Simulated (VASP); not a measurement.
These are r2SCAN+rVV10, VASP's PBE PAW potentials (set 64) (plane waves; VASP 6.6.1) values and carry that method's errors.

A VASP calculation is set up with these files.

### POSCAR
```
Tc
1
    1.3700000000    -2.3729100000     0.0000000000
    1.3700000000     2.3729100000     0.0000000000
    0.0000000000     0.0000000000     4.3900000000
Tc
2
Direct
  0.3333330000   0.6666670000   0.2500000000
  0.6666670000   0.3333330000   0.7500000000
```

### KPOINTS
```
Automatic mesh
0
gamma
 14 14 8
0 0 0
```

### INCAR
```
ISIF = 3
ENCUT = 520   # plane-wave cut-off (eV)
ALGO = Normal
SYSTEM = Tc
CPARAM = 0.0093
LASPH = .True.   # aspherical one-centre terms
BPARAM = 11.95
EDIFF = 1E-6   # SCF stop (eV)
PREC = Accurate
NSW = 60   # most ionic steps
LMIXTAU = .True.
LUSE_VDW = .True.
SIGMA = 0.1
METAGGA = R2SCAN
EDIFFG = -0.01   # ionic stop
LCHARG = .False.
LMAXMIX = 4
NELM = 100   # most electronic steps
LREAL = .False.
ISMEAR = 1   # Methfessel-Paxton
LWAVE = .False.
IBRION = 2
```

POTCAR, in this order: Tc_pv (PBE.64 set). Program: vasp_std.

The resulting files:

### OUTCAR
```
 ion  position               nearest neighbor table
   1  0.333  0.667  0.250-   2 2.71   2 2.71   2 2.71   2 2.71   2 2.71   2 2.71
   2  0.667  0.333  0.750-   1 2.71   1 2.71   1 2.71   1 2.71   1 2.71   1 2.71
  LATTYP: Found a hexagonal cell.
 ALAT       =     2.7400003409
 C/A-ratio  =     1.6021895817
 Subroutine PRICEL returns:
 Original cell was already a primitive cell.
 Subroutine GETGRP returns: Found 24 space group operations
The static configuration has the point symmetry D_3d.
 The point group associated with its full space group is D_6h.
The dynamic configuration has the point symmetry D_3d.
 Subroutine INISYM returns: Found 24 space group operations
 Subroutine IBZKPT returns following result:
 Found    120 irreducible k-points:

 Following reciprocal coordinates:
            Coordinates               Weight
  0.000000  0.000000  0.000000      1.000000
  0.071429  0.000000  0.000000      6.000000
  0.142857  0.000000  0.000000      6.000000
  0.214286 -0.000000  0.000000      6.000000
  0.285714 -0.000000  0.000000      6.000000
  0.357143 -0.000000  0.000000      6.000000
  0.428571 -0.000000  0.000000      6.000000
  0.500000  0.000000  0.000000      3.000000
  0.071429  0.071429  0.000000      6.000000
  0.142857  0.071429  0.000000     12.000000
  0.214286  0.071429  0.000000     12.000000
  0.285714  0.071429  0.000000     12.000000
  0.357143  0.071429  0.000000     12.000000
  0.428571  0.071429  0.000000     12.000000
  0.142857  0.142857  0.000000      6.000000
  0.214286  0.142857  0.000000     12.000000
  0.285714  0.142857  0.000000     12.000000
  0.357143  0.142857  0.000000     12.000000
  0.428571  0.142857  0.000000      6.000000
  0.214286  0.214286  0.000000      6.000000
  0.285714  0.214286  0.000000     12.000000
  0.357143  0.214286  0.000000     12.000000
  0.285714  0.285714  0.000000      6.000000
  0.357143  0.285714  0.000000      6.000000
  0.000000  0.000000  0.125000      2.000000
  0.071429  0.000000  0.125000     12.000000
  0.142857  0.000000  0.125000     12.000000
  0.214286 -0.000000  0.125000     12.000000
  0.285714 -0.000000  0.125000     12.000000
  0.357143 -0.000000  0.125000     12.000000
  0.428571 -0.000000  0.125000     12.000000
  0.500000  0.000000  0.125000      6.000000
  0.071429  0.071429  0.125000     12.000000
  0.142857  0.071429  0.125000     24.000000
  0.214286  0.071429  0.125000     24.000000
  0.285714  0.071429  0.125000     24.000000
  0.357143  0.071429  0.125000     24.000000
  0.428571  0.071429  0.125000     24.000000
  0.142857  0.142857  0.125000     12.000000
  0.214286  0.142857  0.125000     24.000000
   k-points           NKPTS =    120   k-points in BZ     NKDIM =    120   number of bands    NBANDS=     17
   number of dos      NEDOS =    301   number of ions     NIONS =      2
   total plane-waves  NPLWV =  14400
   dimension x,y,z NGX =    20 NGY =   20 NGZ =   36
   dimension x,y,z NGXF=    40 NGYF=   40 NGZF=   72
   ions per type =               2
   PREC   = accura    normal or accurate (medium, high low for compatibility)
   ISTART =      0    job   : 0-new  1-cont  2-samecut
   ICHARG =      2    charge: 1-file 2-atom 10-const
   ISPIN  =      1    spin polarized calculation?
   LNONCOLLINEAR =      F non collinear calculations
   LSORBIT =      F    spin-orbit coupling
   INIWAV =      1    electr: 0-lowe 1-rand  2-diag
   ENCUT  =  520.0 eV  38.22 Ry    6.18 a.u.   5.09  5.09  8.16*2*pi/ulx,y,z
   NELM   =    100;   NELMIN=  2; NELMDL= -5     # of ELM steps
   EDIFF  = 0.1E-05   stopping-criterion for ELM
   LREAL  =      F    real-space projection
...
```

OSZICAR:
```
       N       E                     dE             d eps       ncg     rms          rms(c)
DAV:   1     0.285543771778E+03    0.28554E+03   -0.17316E+04  4096   0.166E+03
DAV:   2    -0.555326135557E+02   -0.34108E+03   -0.33766E+03  4439   0.470E+02
DAV:   3    -0.641086449511E+02   -0.85760E+01   -0.83497E+01  4946   0.864E+01
DAV:   4    -0.641938840055E+02   -0.85239E-01   -0.84363E-01  4437   0.833E+00
DAV:   5    -0.641946967087E+02   -0.81270E-03   -0.81258E-03  4584   0.784E-01    0.297E+01
DAV:   6    -0.525857760615E+02    0.11609E+02   -0.11852E+01  4208   0.407E+01    0.367E+00
DAV:   7    -0.504242148155E+02    0.21616E+01   -0.13986E+00  4519   0.881E+00    0.984E-01
DAV:   8    -0.514496404243E+02   -0.10254E+01   -0.12358E+00  4262   0.767E+00    0.184E+00
DAV:   9    -0.515272279238E+02   -0.77587E-01   -0.43686E-02  4221   0.230E+00    0.507E-01
DAV:  10    -0.515283447977E+02   -0.11169E-02   -0.46261E-02  4086   0.270E+00    0.436E-01
DAV:  11    -0.515272668725E+02    0.10779E-02   -0.88465E-04  4730   0.267E-01    0.341E-01
DAV:  12    -0.515252541209E+02    0.20128E-02   -0.54743E-03  4089   0.774E-01    0.978E-02
DAV:  13    -0.515267332970E+02   -0.14792E-02   -0.14465E-03  4351   0.274E-01    0.367E-02
DAV:  14    -0.515268238971E+02   -0.90600E-04   -0.70994E-05  4245   0.762E-02    0.407E-02
DAV:  15    -0.515268290971E+02   -0.52000E-05   -0.75122E-06  4245   0.276E-02    0.465E-02
DAV:  16    -0.515268317341E+02   -0.26370E-05   -0.26138E-05  4086   0.588E-02    0.272E-02
DAV:  17    -0.515268293094E+02    0.24247E-05   -0.51456E-05  4256   0.751E-02    0.488E-03
DAV:  18    -0.515268285542E+02    0.75521E-06   -0.10923E-06  2200   0.995E-03
   1 F= -.51526829E+02 E0= -.51526412E+02  d E =-.515268E+02
       N       E                     dE             d eps       ncg     rms          rms(c)
DAV:   1    -0.519440891064E+02   -0.41726E+00   -0.13100E+01  4181   0.440E+01    0.754E+00
DAV:   2    -0.515144495042E+02    0.42964E+00   -0.11763E+00  4180   0.115E+01    0.113E+00
DAV:   3    -0.514975391462E+02    0.16910E-01   -0.15339E-01  4449   0.398E+00    0.108E+00
DAV:   4    -0.514959307437E+02    0.16084E-02   -0.16120E-02  4118   0.118E+00    0.911E-02
DAV:   5    -0.515026586235E+02   -0.67279E-02   -0.11423E-02  4151   0.123E+00    0.711E-02
DAV:   6    -0.515062783629E+02   -0.36197E-02   -0.98270E-04  4179   0.326E-01    0.215E-02
DAV:   7    -0.515067077006E+02   -0.42934E-03   -0.24101E-04  4259   0.162E-01    0.558E-03
DAV:   8    -0.515067855770E+02   -0.77876E-04   -0.24059E-05  4243   0.495E-02    0.686E-03
DAV:   9    -0.515067486508E+02    0.36926E-04   -0.63763E-06  4229   0.291E-02    0.724E-04
DAV:  10    -0.515067601271E+02   -0.11476E-04   -0.15439E-07  2046   0.510E-03    0.219E-04
DAV:  11    -0.515067541206E+02    0.60065E-05   -0.16901E-08  2046   0.140E-03    0.144E-04
DAV:  12    -0.515067585193E+02   -0.43986E-05   -0.68138E-09  2046   0.888E-04    0.804E-05
DAV:  13    -0.515067574486E+02    0.10707E-05   -0.12327E-09  2046   0.393E-04    0.252E-05
DAV:  14    -0.515067579238E+02   -0.47528E-06   -0.25481E-10  2046   0.147E-04
   2 F= -.51506758E+02 E0= -.51506367E+02  d E =0.200706E-01
       N       E                     dE             d eps       ncg     rms          rms(c)
DAV:   1    -0.517791527595E+02   -0.27240E+00   -0.77154E+00  4243   0.348E+01    0.529E+00
DAV:   2    -0.515322698445E+02    0.24688E+00   -0.71149E-01  4228   0.865E+00    0.852E-01
DAV:   3    -0.515241229842E+02    0.81469E-02   -0.87491E-02  4413   0.298E+00    0.695E-01
DAV:   4    -0.515188539218E+02    0.52691E-02   -0.13641E-02  4091   0.108E+00    0.109E-01
DAV:   5    -0.515288006315E+02   -0.99467E-02   -0.69396E-03  4143   0.915E-01    0.342E-02
DAV:   6    -0.515291424730E+02   -0.34184E-03   -0.13556E-04  4413   0.113E-01    0.240E-02
DAV:   7    -0.515292246438E+02   -0.82171E-04   -0.67414E-05  4200   0.656E-02    0.288E-03
DAV:   8    -0.515292008441E+02    0.23800E-04   -0.19924E-05  4146   0.508E-02    0.565E-03
DAV:   9    -0.515292177504E+02   -0.16906E-04   -0.12051E-06  2132   0.125E-02    0.139E-03
DAV:  10    -0.515292100694E+02    0.76811E-05   -0.87203E-08  2046   0.282E-03    0.215E-04
DAV:  11    -0.515292172638E+02   -0.71945E-05   -0.33861E-08  2043   0.187E-03    0.173E-04
DAV:  12    -0.515292155352E+02    0.17287E-05   -0.52684E-09  2043   0.594E-04    0.418E-05
DAV:  13    -0.515292162695E+02   -0.73434E-06   -0.14116E-09  2043   0.365E-04
   3 F= -.51529216E+02 E0= -.51528800E+02  d E =-.238772E-02
       N       E                     dE             d eps       ncg     rms          rms(c)
DAV:   1    -0.515292268033E+02   -0.11268E-04   -0.32057E-04  4213   0.221E-01    0.353E-02
DAV:   2    -0.515292177658E+02    0.90375E-05   -0.30164E-05  4205   0.569E-02    0.533E-03
DAV:   3    -0.515292158304E+02    0.19354E-05   -0.35086E-06  3901   0.189E-02    0.479E-03
DAV:   4    -0.515292186306E+02   -0.28003E-05   -0.43883E-07  2051   0.617E-03    0.311E-04
DAV:   5    -0.515292158590E+02    0.27716E-05   -0.21797E-07  2043   0.478E-03    0.240E-04
DAV:   6    -0.515292163961E+02   -0.53711E-06   -0.17876E-08  2043   0.108E-03
   4 F= -.51529216E+02 E0= -.51528800E+02  d E =-.238784E-02
       N       E                     dE             d eps       ncg     rms          rms(c)
DAV:   1    -0.515295528550E+02   -0.33700E-03   -0.17687E-02  4090   0.118E+00    0.107E-01
DAV:   2    -0.515292526376E+02    0.30022E-03   -0.47302E-04  4317   0.192E-01    0.477E-02
DAV:   3    -0.515292165178E+02    0.36120E-04   -0.16986E-04  4906   0.120E-01    0.948E-03
DAV:   4    -0.515292410409E+02   -0.24523E-04   -0.11205E-05  4372   0.315E-02    0.515E-03
DAV:   5    -0.515292359802E+02    0.50607E-05   -0.70141E-07  2059   0.934E-03    0.222E-03
DAV:   6    -0.515292431923E+02   -0.72121E-05   -0.10915E-06  2097   0.124E-02    0.456E-04
DAV:   7    -0.515292407507E+02    0.24416E-05   -0.22936E-07  2043   0.515E-03    0.185E-04
DAV:   8    -0.515292411435E+02   -0.39275E-06   -0.22816E-08  2043   0.128E-03
   5 F= -.51529241E+02 E0= -.51528845E+02  d E =-.247473E-04
```

File OUTCAR:
```
------------------------ aborting loop because EDIFF is reached ----------------------------------------
  FORCE on cell =-STRESS in cart. coord.  units (eV):
  Direction    XX          YY          ZZ          XY          YZ          ZX
  --------------------------------------------------------------------------------------
  Total        0.0090258      0.0090258     -0.0096748      0.0000000     -0.0000000      0.0000000
  in kB        0.5112390      0.5112392     -0.5479950      0.0000000     -0.0000000      0.0000000
  external PRESSURE =       0.1581610 kB  Pullay stress =       0.0000000 kB
  volume of cell :       28.29
      direct lattice vectors                 reciprocal lattice vectors
     1.364950591 -2.364164162  0.000000000     0.366313626 -0.211491236  0.000000000
     1.364950591  2.364164162  0.000000000     0.366313626  0.211491236  0.000000000
    -0.000000000 -0.000000000  4.382775302     0.000000000  0.000000000  0.228165929
 POSITION                                       TOTAL-FORCE (eV/Angst)
 -----------------------------------------------------------------------------------
      1.36495      0.78806      1.09569         0.000000      0.000000      0.000000
      1.36495     -0.78806      3.28708        -0.000000     -0.000000      0.000000
 -----------------------------------------------------------------------------------
    total drift:                               -0.000025      0.000613     -0.000043
  FREE ENERGIE OF THE ION-ELECTRON SYSTEM (eV)
  ---------------------------------------------------
  free  energy   TOTEN  =       -51.5292411435 eV

  energy  without entropy=      -51.5280538793  energy(sigma->0) =      -51.52884539

 reached required accuracy - stopping structural energy minimisation
```
(Selected blocks of OUTCAR.)

**CONTCAR**
```
Tc
   1.00000000000000
     1.3649505907783408   -2.3641641623303329    0.0000000000000000
     1.3649505907783408    2.3641641623303329    0.0000000000000000
    -0.0000000000000000   -0.0000000000000000    4.3827753022590379
  Tc
     2
Direct
     0.3333330000000032    0.6666669999999968    0.2500000000000000
     0.6666669999999968    0.3333330000000032    0.7500000000000000
```

File OUTCAR:
```
 val. band max:       12.7253548388   @ k =   0.0000   0.0000   0.2500

 cond. band min:      12.7376300894   @ k =   0.1429   0.1429   0.1250


 Fermi energy:        12.7308787294

 k-point     1 :       0.0000    0.0000    0.0000
  band No.  band energies     occupation
      1     -28.0546      2.00000
      2     -26.8087      2.00000
      3     -26.8087      2.00000
      4     -26.6029      2.00000
      5     -26.6029      2.00000
      6     -26.5644      2.00000
      7       4.9680      2.00000
      8       6.9688      2.00000
      9      11.1375      2.00000
     10      11.1375      2.00000
     11      11.1827      2.00000
     12      11.8952      2.00000
     13      11.8952      2.00000
     14      12.6595      1.92934
     15      12.6595      1.92912
     16      14.4295     -0.00000
     17      15.4803      0.00000

 k-point     2 :       0.0714    0.0000    0.0000
  band No.  band energies     occupation
      1     -28.0312      2.00000
      2     -26.8618      2.00000
      3     -26.8259      2.00000
      4     -26.6581      2.00000
      5     -26.6101      2.00000
      6     -26.5742      2.00000
      7       5.1731      2.00000
      8       7.1357      2.00000
      9      10.7011      2.00000
     10      11.3125      2.00000
     11      11.5535      2.00000
     12      11.7882      2.00000
     13      12.0581      2.00000
     14      12.3920      2.00002
     15      12.5210      2.01145
     16      13.4252     -0.00000
     17      15.5670      0.00000

 k-point     3 :       0.1429    0.0000    0.0000
  band No.  band energies     occupation
      1     -27.9635      2.00000
      2     -27.0109      2.00000
      3     -26.8728      2.00000
      4     -26.8101      2.00000
      5     -26.6316      2.00000
      6     -26.6035      2.00000
      7       5.7478      2.00000
      8       7.5599      2.00000
      9      10.1851      2.00000
     10      11.3755      2.00000
     11      11.4674      2.00000
...
```

The compound is Tc in the hcp structure. This run relaxes it. Symmetry was kept, so distortions that lower it aren't found.
